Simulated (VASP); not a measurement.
An input for Quantum ESPRESSO's pw.x (written as the equivalent of a VASP run, and not itself run):

```
&CONTROL
  calculation = 'vc-relax'
  pseudo_dir = './pseudo'
  outdir = './out'
  tprnfor = .true.
  tstress = .true.
  nstep = 40
  forc_conv_thr = 0.00078
/
&SYSTEM
  ibrav = 0
  nat = 2
  ntyp = 2
  ecutwfc = 84
  occupations = 'smearing'
  smearing = 'methfessel-paxton'
  degauss = 0.00735
  input_dft = 'pbesol'
/
&ELECTRONS
  conv_thr = 7.3e-08
  electron_maxstep = 100
/
&IONS
/
&CELL
  press = 100
/
ATOMIC_SPECIES
  Al 26.982 Al.upf
  N 14.007 N.upf
CELL_PARAMETERS angstrom
     2.5726431    0.0000000    0.0000000
     0.0000000    2.5726431    0.0000000
     0.0000000    0.0000000    2.5726431
ATOMIC_POSITIONS crystal
  Al   0.0000000  0.0000000  0.0000000
  N    0.5000000  0.5000000  0.5000000
K_POINTS automatic
  14 14 14 0 0 0
```

Question: Translate this input to VASP (INCAR, KPOINTS, POSCAR, choice of POTCAR).

Answer: This is not unique; one that fits is 
### KPOINTS
```
Automatic mesh
0
Gamma
14 14 14
0 0 0
```

File POSCAR:
```
AlN
1.0
  2.5726430964   0.0000000000   0.0000000000
  0.0000000000   2.5726430964   0.0000000000
  0.0000000000   0.0000000000   2.5726430964
Al N
1 1
Cartesian
  0.0000000000   0.0000000000   0.0000000000
  1.2863215482   1.2863215482   1.2863215482
```

**INCAR**
```
ALGO = Normal
EDIFF = 1E-6
EDIFFG = -0.02
ENCUT = 620
GGA = PS
IBRION = 2
ISIF = 3
ISMEAR = 1
LASPH = T
LCHARG = F
LREAL = F
LWAVE = F
NELM = 100
NSW = 40
PREC = Accurate
PSTRESS = 100
SIGMA = 0.1
SYSTEM = AlN
```

POTCAR, in this order: Al N (PBE.64 set). Program: vasp_std.

The two are equivalent in intent, not identical: the potentials are each code's own (VASP's PAW set, PseudoDojo norm-conserving files in pw.x), so ENCUT and ecutwfc are chosen apart and not converted; conv_thr bounds pw.x's estimated SCF error, while EDIFF bounds the energy change between steps; forc_conv_thr acts on force components and is met together with etot_conv_thr.

The structure was generated: AlN was put into the CsCl type type (Pm-3m), which need not be its known phase. This run relaxes it under an external pressure of 10 GPa. Symmetry was kept, so distortions that lower it aren't found.
